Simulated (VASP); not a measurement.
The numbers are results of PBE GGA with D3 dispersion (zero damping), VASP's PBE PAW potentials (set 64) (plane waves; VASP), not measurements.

VASP input:

### INCAR
```
# general
SYSTEM =ZrC
PREC   =Accurate
ENCUT  =520
LREAL  =.FALSE.   # projection in real space or not
LASPH  =.TRUE.
ICHARG =11   # fixed density

# electronic loop
EDIFF  =1E-7
NELM   =100   # most electronic steps
ALGO   =Normal
LMAXMIX=4   # l cut-off of mixed one-centre charges

# smearing
ISMEAR =0   # Gaussian
SIGMA  =0.05

# functional
GGA    =PE
IVDW   =11   # D3, zero damping

# output
LWAVE  =.FALSE.
LCHARG =.FALSE.
LORBIT =11
```

POSCAR:
```
ZrC
1
    0.0000000000     2.3406989606     2.3406989606
    2.3406989606     0.0000000000     2.3406989606
    2.3406989606     2.3406989606    -0.0000000000
Zr C
1 1
Direct
  0.0000000000   0.0000000000   0.0000000000
  0.5000000000   0.5000000000   0.5000000000
```

**KPOINTS**
```
k-points along high-symmetry lines
15
Line-mode
Reciprocal
  0.000000   0.000000   0.000000 ! GAMMA
  0.500000   0.000000   0.500000 ! X

  0.500000   0.000000   0.500000 ! X
  0.625000   0.250000   0.625000 ! U

  0.375000   0.375000   0.750000 ! K
  0.000000   0.000000   0.000000 ! GAMMA

  0.000000   0.000000   0.000000 ! GAMMA
  0.500000   0.500000   0.500000 ! L

  0.500000   0.500000   0.500000 ! L
  0.500000   0.250000   0.750000 ! W

  0.500000   0.250000   0.750000 ! W
  0.500000   0.000000   0.500000 ! X
```

POTCAR, in this order: Zr_sv C (PBE.64 set). Program: vasp_std. Read from the step before: CHGCAR.

What VASP printed:

OUTCAR:
```
 ion  position               nearest neighbor table
   1  0.000  0.000  0.000-   2 2.34   2 2.34   2 2.34   2 2.34   2 2.34   2 2.34
   2  0.500  0.500  0.500-   1 2.34   1 2.34   1 2.34   1 2.34   1 2.34   1 2.34
  LATTYP: Found a face centered cubic cell.
 ALAT       =     4.6813979212
 Subroutine PRICEL returns:
 Original cell was already a primitive cell.
 Subroutine GETGRP returns: Found 48 space group operations
The static configuration has the point symmetry O_h .
The dynamic configuration has the point symmetry O_h .
 Subroutine INISYM returns: Found 48 space group operations
   k-points           NKPTS =     90   k-points in BZ     NKDIM =     90   number of bands    NBANDS=     12
   number of dos      NEDOS =    301   number of ions     NIONS =      2
   total plane-waves  NPLWV =  21952
   dimension x,y,z NGX =    28 NGY =   28 NGZ =   28
   dimension x,y,z NGXF=    56 NGYF=   56 NGZF=   56
   ions per type =               1   1
   PREC   = accura    normal or accurate (medium, high low for compatibility)
   ISTART =      0    job   : 0-new  1-cont  2-samecut
   ICHARG =     11    charge: 1-file 2-atom 10-const
   ISPIN  =      1    spin polarized calculation?
   LNONCOLLINEAR =      F non collinear calculations
   LSORBIT =      F    spin-orbit coupling
   INIWAV =      1    electr: 0-lowe 1-rand  2-diag
   ENCUT  =  520.0 eV  38.22 Ry    6.18 a.u.   6.15  6.15  6.15*2*pi/ulx,y,z
...
```

### OSZICAR
```
       N       E                     dE             d eps       ncg     rms          rms(c)
DAV:   1     0.113216995024E+03    0.11322E+03   -0.90906E+03  2160   0.134E+03
DAV:   2    -0.112211938096E+02   -0.12444E+03   -0.11845E+03  2532   0.339E+02
DAV:   3    -0.164388706445E+02   -0.52177E+01   -0.50246E+01  3428   0.596E+01
DAV:   4    -0.165773618046E+02   -0.13849E+00   -0.13806E+00  2588   0.883E+00
DAV:   5    -0.165818602095E+02   -0.44984E-02   -0.44979E-02  3256   0.120E+00
DAV:   6    -0.165819151341E+02   -0.54925E-04   -0.54923E-04  2600   0.132E-01
DAV:   7    -0.165819159139E+02   -0.77984E-06   -0.77986E-06  3224   0.131E-02
DAV:   8    -0.165819159208E+02   -0.69122E-08   -0.75853E-08  1896   0.138E-03
   1 F= -.17157111E+02 E0= -.17156134E+02  d E =-.195451E-02
```

### OUTCAR
```
 val. band max:       10.0347786005   @ k =   0.0714   0.0714   0.0714

 cond. band min:      10.0575280257   @ k =   0.0714   0.0000   0.0714



 k-point     1 :       0.0000    0.0000    0.0000
  band No.  band energies     occupation
      1     -38.3054      2.00000
      2     -16.0076      2.00000
      3     -16.0076      2.00000
      4     -16.0076      2.00000
      5      -1.5945      2.00000
      6      10.6933      0.00000
      7      10.6933      0.00000
      8      10.6933      0.00000
      9      10.8516      0.00000
     10      10.8516      0.00000
     11      10.8516      0.00000
     12      12.6010      0.00000

 k-point     2 :       0.0357    0.0000    0.0357
  band No.  band energies     occupation
      1     -38.3037      2.00000
      2     -16.0191      2.00000
      3     -16.0114      2.00000
      4     -16.0114      2.00000
      5      -1.5548      2.00000
      6      10.2644      0.00000
      7      10.3783      0.00000
      8      10.3783      0.00000
      9      10.7946      0.00000
     10      11.2247      0.00000
     11      11.2247      0.00000
     12      12.6183      0.00000

 k-point     3 :       0.0714    0.0000    0.0714
  band No.  band energies     occupation
      1     -38.2984      2.00000
      2     -16.0525      2.00000
      3     -16.0225      2.00000
      4     -16.0225      2.00000
      5      -1.4390      2.00000
      6       9.4635      2.00000
      7      10.0575      0.86741
      8      10.0575      0.86740
      9      10.6326      0.00000
     10      11.7171      0.00000
     11      11.7171      0.00000
     12      12.6699      0.00000

 k-point     4 :       0.1071    0.0000    0.1071
  band No.  band energies     occupation
      1     -38.2900      2.00000
      2     -16.1053      2.00000
      3     -16.0403      2.00000
      4     -16.0403      2.00000
      5      -1.2579      2.00000
      6       8.6357      2.00000
      7       9.7987      2.00000
...
```

The density is held fixed in this step, so its total energy and stress have no physical meaning.

The compound is ZrC in the rock salt structure. It was relaxed first.
